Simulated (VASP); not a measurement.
Here is the system:

```
CELL_PARAMETERS angstrom
      2.65567     0.00000     0.00000
      0.00000     2.73818     0.00000
      0.00000     0.00000     3.63369
ATOMIC_POSITIONS crystal
  Fe 0.00000 0.00000 0.00000
  Pt 0.51488 0.50000 0.50000
```
Starting moments (μB, in the order of the record's atoms Fe Pt): 3.0 0.0.

Method: PBE GGA, VASP's PBE PAW potentials (set 64) (plane waves; VASP). Settings: 400 eV cut-off, 3×3×2 Γ-centred mesh, first-order Methfessel-Paxton smearing of 0.10 eV, potentials Fe Pt.

Give the force on each atom (eV/Å).

```json
[
 {"atom": "Fe1", "Fx": "0.244", "Fy": "0.000", "Fz": "0.000"},
 {"atom": "Pt2", "Fx": "-0.244", "Fy": "0.000", "Fz": "0.000"}
]
```

Give the stress tensor in GPa (positive for a compressed cell).

```
25.51   0.00   0.00
 0.00  13.68   0.00
 0.00   0.00  14.25
```
The pressure is its mean diagonal, 17.81 GPa.

The compound is FePt in the L1_0 structure. The cell was not relaxed at this level, atoms are displaced from their ideal sites. The k-mesh is coarse (spacing up to 0.86 per Å, 2π included), so the numbers may not be converged in it. The run is one of a series of settings (KPOINTS 3×3×2 Γ-centred mesh against the base run), some of them coarse on purpose.
